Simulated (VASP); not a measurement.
```
CELL_PARAMETERS angstrom
      2.91612     0.00000     0.00000
      0.00000     2.91612     0.00000
      0.00000     0.00000     2.91612
ATOMIC_POSITIONS crystal
  Si 0.50000 0.50000 0.50000
  Ru 0.00000 0.00000 0.00000
```

All values below come from LDA (Ceperley-Alder, Perdew-Zunger), VASP's LDA PAW potentials (set 64) (plane waves; VASP). Settings: 300 eV cut-off, 8×8×8 Γ-centred mesh, Fermi-Dirac smearing of 0.10 eV, potentials Si Ru_pv.

**Question.** Give the energies of bands 5 to 12 at the high-symmetry points, in eV from the Fermi level.

**Answer.** 
| band | Γ | X | M | R |
|---|---|---|---|---|
| 5 | -5.35 | -8.51 | -4.76 | -7.29 |
| 6 | -5.35 | -4.37 | -4.41 | -7.29 |
| 7 | -1.07 | -3.52 | -4.41 | -3.45 |
| 8 | -1.07 | -3.52 | -2.66 | 0.59 |
| 9 | -1.07 | -0.73 | -2.66 | 0.59 |
| 10 | 2.42 | 0.98 | 0.48 | 2.64 |
| 11 | 2.42 | 5.33 | 3.11 | 2.64 |
| 12 | 2.42 | 8.64 | 4.25 | 2.64 |

It has no gap at this level: it comes out as a metal or semimetal.

The structure comes from a computed database's SiRu entry (Pm-3m); how it stands against other phases isn't given here. The cell was not relaxed at this level.
